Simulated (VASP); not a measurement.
Method: PBE GGA, VASP's PBE PAW potentials (set 64) (plane waves; VASP).

The input files of a VASP run:

### INCAR
```
ALGO  =  Normal
EDIFF  =  1E-6
EDIFFG  =  -0.01
ENCUT  =  520
GGA  =  PE
IBRION  =  2
ISIF  =  3
ISMEAR  =  1
LASPH  =  .TRUE.
LCHARG  =  .FALSE.
LMAXMIX  =  4
LREAL  =  .FALSE.
LWAVE  =  .FALSE.
NELM  =  100
NSW  =  60
PREC  =  Accurate
SIGMA  =  0.1
SYSTEM  =  As
```

### KPOINTS
```
Automatic mesh
0
G
11 11 11
0 0 0
```

**POSCAR**
```
As
1
    3.6803640000    -1.8800000000     0.0000000000
    3.6803640000     1.8800000000     0.0000000000
    2.7200240000     0.0000000000     3.1114220000
As
2
Direct
  0.2270000000   0.2270000000   0.2270000000
  0.7730000000   0.7730000000   0.7730000000
```

POTCAR, in this order: As (PBE.64 set). Program: vasp_std.

Task: What will the output report for the number of irreducible k-points (NKPTS), largest plane-wave count, number of space-group operations, FFT grid (NGX, NGY, NGZ)?

Result: 
```yaml
number of irreducible k-points (NKPTS): 146
largest_plane_wave_count: 1173
number_of_space_group_operations: 12
FFT grid (NGX, NGY, NGZ): 32 × 32 × 32
```

The compound is As in the a7 structure. This run relaxes it. Symmetry was kept, so distortions that lower it aren't found.
